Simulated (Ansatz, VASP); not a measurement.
# Si2Ni: VASP beside Ansatz

Aim: how closely do two programs agree when they are given the same cell, functional and k mesh? The cell is taken from a series of runs on this material, whose earlier steps may have relaxed, scaled, displaced or heated it; both programs get it as it stands.

Method: plane waves, with VASP 6.6.1 beside it; zone-centre phonons at LDA, in Ansatz 0.2.0.

## Step 1: The starting structure

Symmetry: Fm-3m, No. 225, cubic system. The conventional cell has a = 5.165 Å, b = 5.165 Å, c = 5.165 Å, α = 90.00°, β = 90.00°, γ = 90.00°. Si has 4 Ni at 2.24 Å nearest. Ni has 8 Si at 2.24 Å nearest. Farther neighbours are not listed.

Structure file:

```
Si Ni
1.0
     0.00000    2.58249    2.58249
     2.58249    0.00000    2.58249
     2.58249    2.58249    0.00000
Si Ni
2 1
Direct
  0.25000 0.25000 0.25000
  0.75000 0.75000 0.75000
  0.00000 0.00000 0.00000
```

## Step 2: VASP: zone-centre phonons, LDA

Second derivatives magnify differences that forces hide, and they need a tight electronic threshold.

Lines of VASP's logs that name or quote its potential files are left out, and so is its time.

The input, INCAR:

```
SYSTEM = Si2Ni
PREC = Accurate
ENCUT = 600
EDIFF = 1E-08
NELM = 120
ISMEAR = 1
SIGMA = 0.2
LREAL = .FALSE.
ALGO = Normal
GGA = CA
NBANDS = 15
LASPH = .TRUE.
LORBIT = 11
LWAVE = .FALSE.
LCHARG = .FALSE.
ISIF = 2
IBRION = 8
GGA_COMPAT = .FALSE.
KPAR = 2
```

The input, POSCAR:

```
Si2Ni
1.0
    0.0000000000      2.5824949006      2.5824949006
    2.5824949006      0.0000000000      2.5824949006
    2.5824949006      2.5824949006      0.0000000000
Si Ni
2 1
Direct
    0.2500000000      0.2500000000      0.2500000000
    0.7500000000      0.7500000000      0.7500000000
    0.0000000000      0.0000000000      0.0000000000
```

The input, KPOINTS:

```
Automatic mesh
0
Gamma
16 16 16
0 0 0
```

PAW data sets: Si and Ni (LDA family, release 64).

Run with:

```
$ mpirun -np 2 vasp_std
```

Numbers of over 12 decimals in the logs are rounded to 6 here.

Log:

```text
[banner, memory and clock lines left out]
running    2 mpi-ranks, on    1 nodes
 distrk:  each k-point on    1 cores,    2 groups
 distr:  one band on    1 cores,    1 groups

 POSCAR found type information on POSCAR SiNi
 POSCAR found :  2 types and       3 ions
 LDA part: xc-table for (Slater(with rela. corr.)+CA(PZ))
 , standard interpolation
 POSCAR, INCAR and KPOINTS ok, starting setup
 FFT: planning ... GRIDC
 FFT: planning ... GRID_SOFT
 FFT: planning ... GRID
 WAVECAR not read
 entering main loop
       N       E                     dE             d eps       ncg     rms          rms(c)
DAV:   1     0.739748481571E+02    0.73975E+02   -0.88764E+03  4374   0.143E+03
DAV:   2    -0.175781342235E+02   -0.91553E+02   -0.84871E+02  4651   0.254E+02
DAV:   3    -0.217967683215E+02   -0.42186E+01   -0.41440E+01  5751   0.584E+01
DAV:   4    -0.218677735636E+02   -0.71005E-01   -0.70935E-01  5164   0.709E+00
DAV:   5    -0.218696600491E+02   -0.18865E-02   -0.18860E-02  5871   0.121E+00    0.178E+01
DAV:   6    -0.248557605883E+02   -0.29861E+01   -0.37931E+01  5013   0.155E+02    0.213E+01
DAV:   7    -0.197227627874E+02    0.51330E+01   -0.11825E+01  5515   0.100E+02    0.380E+00
DAV:   8    -0.197234240232E+02   -0.66124E-03   -0.13835E+00  6621   0.168E+01    0.297E+00
DAV:   9    -0.196501000625E+02    0.73324E-01   -0.24149E-01  5415   0.112E+01    0.510E-01
DAV:  10    -0.196498761940E+02    0.22387E-03   -0.84714E-03  5872   0.132E+00    0.248E-01
DAV:  11    -0.196497319426E+02    0.14425E-03   -0.43809E-04  6841   0.251E-01    0.453E-02
DAV:  12    -0.196497376757E+02   -0.57332E-05   -0.31523E-05  5763   0.104E-01    0.160E-02
DAV:  13    -0.196497347994E+02    0.28764E-05   -0.58497E-06  5912   0.682E-02    0.392E-03
DAV:  14    -0.196497349443E+02   -0.14494E-06   -0.97769E-07  6612   0.108E-02    0.258E-03
DAV:  15    -0.196497348592E+02    0.85097E-07   -0.11779E-07  6461   0.791E-03    0.705E-04
DAV:  16    -0.196497348548E+02    0.43410E-08   -0.16529E-08  3075   0.227E-03
   1 F= -.19649735E+02 E0= -.19649679E+02  d E =-.166821E-03
 Linear response reoptimize wavefunctions to high precision
DAV:   1    -0.196497348555E+02   -0.64665E-09   -0.71799E-09  5245   0.708E-04
DAV:   2    -0.196497348555E+02   -0.10004E-10   -0.11393E-10  2707   0.107E-04
 Linear response DOF=           2
 Linear response progress:
  Degree of freedom:   1/  2
       N       E                     dE             d eps       ncg     rms          rms(c)
RMM:   1    -0.215635227854E-01   -0.21564E-01    0.29561E-02 45734   0.137E+00
RMM:   2    -0.186028721394E-01    0.29607E-02   -0.92402E-04 28124   0.605E-01    0.115E-01
RMM:   3    -0.188465942029E-01   -0.24372E-03   -0.54697E-04 31704   0.177E-01    0.601E-02
RMM:   4    -0.190444556875E-01   -0.19786E-03   -0.95358E-05 29435   0.703E-02    0.919E-03
RMM:   5    -0.190361860309E-01    0.82697E-05   -0.38801E-06 32702   0.201E-02    0.534E-03
RMM:   6    -0.190232779415E-01    0.12908E-04   -0.88617E-07 33127   0.708E-03    0.103E-03
RMM:   7    -0.190299808059E-01   -0.67029E-05   -0.61543E-07 31223   0.296E-03    0.626E-04
RMM:   8    -0.190310356383E-01   -0.10548E-05    0.60584E-08 32719   0.130E-03    0.449E-04
RMM:   9    -0.190297724703E-01    0.12632E-05    0.12075E-07 31972   0.506E-04    0.735E-05
RMM:  10    -0.190298508124E-01   -0.78342E-07   -0.24383E-08 34267   0.140E-04    0.174E-05
RMM:  11    -0.190298765987E-01   -0.25786E-07   -0.57694E-09 34351   0.409E-05    0.677E-06
RMM:  12    -0.190298674088E-01    0.91900E-08    0.74033E-10 34474   0.130E-05    0.239E-06
 first order change of Fermi-energy  -0.59070E-05
 force on displaced ion       1 direction 1 : -12.649   0.000   0.000
 Linear response progress:
  Degree of freedom:   2/  2
       N       E                     dE             d eps       ncg     rms          rms(c)
RMM:   1    -0.193868945484E+00   -0.19387E+00   -0.10161E-01 16163   0.263E+00
RMM:   2    -0.190220096687E+00    0.36488E-02   -0.26470E-03 14816   0.683E-01    0.228E-01
RMM:   3    -0.189906898389E+00    0.31320E-03   -0.41979E-04 16674   0.163E-01    0.134E-01
RMM:   4    -0.190515219856E+00   -0.60832E-03   -0.45507E-04 17953   0.152E-01    0.848E-03
RMM:   5    -0.190471606083E+00    0.43614E-04   -0.89676E-06 18319   0.296E-02    0.512E-03
RMM:   6    -0.190468165078E+00    0.34410E-05   -0.75391E-07 16802   0.940E-03    0.360E-03
RMM:   7    -0.190460695112E+00    0.74700E-05   -0.29432E-07 17202   0.614E-03    0.711E-04
RMM:   8    -0.190454806067E+00    0.58890E-05   -0.40157E-08 18992   0.151E-03    0.293E-04
RMM:   9    -0.190452558921E+00    0.22471E-05   -0.43921E-09 18343   0.514E-04    0.594E-05
RMM:  10    -0.190452477921E+00    0.81000E-07   -0.50451E-10 19169   0.160E-04    0.262E-05
RMM:  11    -0.190452464601E+00    0.13320E-07   -0.57956E-11 19559   0.564E-05    0.113E-05
RMM:  12    -0.190452389876E+00    0.74725E-07    0.76200E-10 19373   0.193E-05    0.276E-06
RMM:  13    -0.190452391404E+00   -0.15287E-08   -0.42976E-11 19414   0.930E-06    0.697E-07
 first order change of Fermi-energy  -0.48218E-03
 force on displaced ion       3 direction 1 : -15.834   0.000   0.000
 Linear response finished
```

OUTCAR, selected parts (step 2):

```text
ion  position               nearest neighbor table
   1  0.250  0.250  0.250-   3 2.24   3 2.24   3 2.24   3 2.24   2 2.58   2 2.58   2 2.58   2 2.58
                             2 2.58   2 2.58
   2  0.750  0.750  0.750-   3 2.24   3 2.24   3 2.24   3 2.24   1 2.58   1 2.58   1 2.58   1 2.58
                             1 2.58   1 2.58
   3  0.000  0.000  0.000-   2 2.24   2 2.24   2 2.24   1 2.24   1 2.24   1 2.24   2 2.24   1 2.24

  LATTYP: Found a face centered cubic cell.
 ALAT       =     5.1649898012

 Subroutine GETGRP returns: Found 48 space group operations
 (whereof 48 operations were pure point group operations)

The static configuration has the point symmetry O_h .

 Found    145 irreducible k-points:

   k-points           NKPTS =    145   k-points in BZ     NKDIM =    145   number of bands    NBANDS=     15

   dimension x,y,z NGX =    30 NGY =   30 NGZ =   30
   dimension x,y,z NGXF=    60 NGYF=   60 NGZF=   60

   ENCUT  =  600.0 eV  44.10 Ry    6.64 a.u.   7.29  7.29  7.29*2*pi/ulx,y,z

   NELECT =      18.0000    total number of electrons

 k-points in reciprocal lattice and weights: Automatic mesh
   0.00000000  0.00000000  0.00000000       0.000
   0.06250000  0.00000000  0.00000000       0.002
   0.12500000  0.00000000  0.00000000       0.002
   0.18750000  0.00000000  0.00000000       0.002
   0.25000000  0.00000000  0.00000000       0.002
   0.31250000  0.00000000  0.00000000       0.002
   0.37500000  0.00000000  0.00000000       0.002
   0.43750000  0.00000000  0.00000000       0.002
   0.50000000  0.00000000  0.00000000       0.001
[...]
-0.31250000  0.50000000  0.18750000       0.003
  -0.25000000  0.50000000  0.25000000       0.001

 average (electrostatic) potential at core
       1 -79.4145       2 -79.4145       3 -80.6967

  Total        4.8934323      4.8934323      4.8934323     -0.0000000     -0.0000000      0.0000000
  in kB      227.6018326    227.6018326    227.6018326     -0.0000000     -0.0000000      0.0000000
  external PRESSURE =     227.6018326 kB  Pullay stress =       0.0000000 kB

  energy-cutoff  :      600.00
  volume of cell :       34.45
      direct lattice vectors                 reciprocal lattice vectors
     0.000000000  2.582494901  2.582494901    -0.193611225  0.193611225  0.193611225
     2.582494901  0.000000000  2.582494901     0.193611225 -0.193611225  0.193611225
     2.582494901  2.582494901  0.000000000     0.193611225  0.193611225 -0.193611225

 POSITION                                       TOTAL-FORCE (eV/Angst)
 -----------------------------------------------------------------------------------
      1.29125      1.29125      1.29125         0.000000      0.000000      0.000000
      3.87374      3.87374      3.87374        -0.000000     -0.000000     -0.000000
      0.00000      0.00000      0.00000        -0.000000     -0.000000      0.000000
 -----------------------------------------------------------------------------------
    total drift:                                0.000000     -0.000000     -0.000000

 Eigenvectors and eigenvalues of the dynamical matrix
 ----------------------------------------------------

   1 f  =   12.294487 THz    77.248542 2PiTHz  410.099955 cm-1    50.845891 meV
             X         Y         Z           dx          dy          dz
      1.291247  1.291247  1.291247    -0.162304   -0.688228    0.000004
      3.873742  3.873742  3.873742     0.162304    0.688228   -0.000004
      0.000000  0.000000  0.000000    -0.000000    0.000000    0.000000

   2 f  =   12.294487 THz    77.248542 2PiTHz  410.099955 cm-1    50.845891 meV
             X         Y         Z           dx          dy          dz
      1.291247  1.291247  1.291247     0.688228   -0.162304   -0.000002
      3.873742  3.873742  3.873742    -0.688228    0.162304    0.000002
      0.000000  0.000000  0.000000     0.000000   -0.000000    0.000000

   3 f  =   12.294487 THz    77.248542 2PiTHz  410.099955 cm-1    50.845891 meV
             X         Y         Z           dx          dy          dz
      1.291247  1.291247  1.291247     0.000003    0.000004    0.707107
      3.873742  3.873742  3.873742    -0.000003   -0.000004   -0.707107
      0.000000  0.000000  0.000000     0.000000    0.000000    0.000000

   4 f  =   11.616136 THz    72.986336 2PiTHz  387.472593 cm-1    48.040457 meV
             X         Y         Z           dx          dy          dz
      1.291247  1.291247  1.291247     0.505639    0.000000    0.000000
      3.873742  3.873742  3.873742     0.505639   -0.000000   -0.000000
      0.000000  0.000000  0.000000    -0.699041    0.000000    0.000000

   5 f  =   11.616136 THz    72.986336 2PiTHz  387.472593 cm-1    48.040457 meV
             X         Y         Z           dx          dy          dz
      1.291247  1.291247  1.291247     0.000000    0.505639    0.000000
      3.873742  3.873742  3.873742     0.000000    0.505639    0.000000
      0.000000  0.000000  0.000000     0.000000   -0.699041    0.000000

   6 f  =   11.616136 THz    72.986336 2PiTHz  387.472593 cm-1    48.040457 meV
             X         Y         Z           dx          dy          dz
      1.291247  1.291247  1.291247     0.000000    0.000000   -0.505639
      3.873742  3.873742  3.873742     0.000000    0.000000   -0.505639
      0.000000  0.000000  0.000000     0.000000   -0.000000    0.699041

   7 f/i=    0.004322 THz     0.027154 2PiTHz    0.144154 cm-1     0.017873 meV
             X         Y         Z           dx          dy          dz
      1.291247  1.291247  1.291247     0.494297   -0.000000   -0.000000
      3.873742  3.873742  3.873742     0.494297   -0.000000    0.000000
      0.000000  0.000000  0.000000     0.715082   -0.000000    0.000000

   8 f/i=    0.004322 THz     0.027154 2PiTHz    0.144154 cm-1     0.017873 meV
             X         Y         Z           dx          dy          dz
      1.291247  1.291247  1.291247     0.000000   -0.180192   -0.460282
      3.873742  3.873742  3.873742     0.000000   -0.180192   -0.460282
      0.000000  0.000000  0.000000    -0.000000   -0.260678   -0.665874

   9 f/i=    0.004322 THz     0.027154 2PiTHz    0.144154 cm-1     0.017873 meV
             X         Y         Z           dx          dy          dz
      1.291247  1.291247  1.291247     0.000000    0.460282   -0.180192
      3.873742  3.873742  3.873742     0.000000    0.460282   -0.180192
      0.000000  0.000000  0.000000     0.000000    0.665874   -0.260678

 ELASTIC MODULI CONTR FROM IONIC RELAXATION (kBar)
 Direction    XX          YY          ZZ          XY          YZ          ZX
 --------------------------------------------------------------------------------
 XX          -0.0000     -0.0000     -0.0000      0.0000      0.0000      0.0000
 YY          -0.0000     -0.0000     -0.0000      0.0000      0.0000     -0.0000
 ZZ          -0.0000     -0.0000     -0.0000      0.0000      0.0000      0.0000
 XY           0.0000      0.0000      0.0000   -691.2223      0.0000      0.0000
 YZ           0.0000      0.0000      0.0000      0.0000   -691.2223     -0.0000
 ZX           0.0000     -0.0000      0.0000      0.0000     -0.0000   -691.2223
 --------------------------------------------------------------------------------
```

[end of part 1 of 2]

[Lines on the potential files, build, host, timing and source positions are cut from VASP's logs without a mark.]

[Logs are printed without paths, hosts, clocks, repeated set-up lines and the standing remarks that a program may print on its own settings, such as how far it seeks lower states.]

[Hosts, paths, dates, database ids (printed as entryN), source tags and the programs' standing remarks are cut or masked in the printed files.]
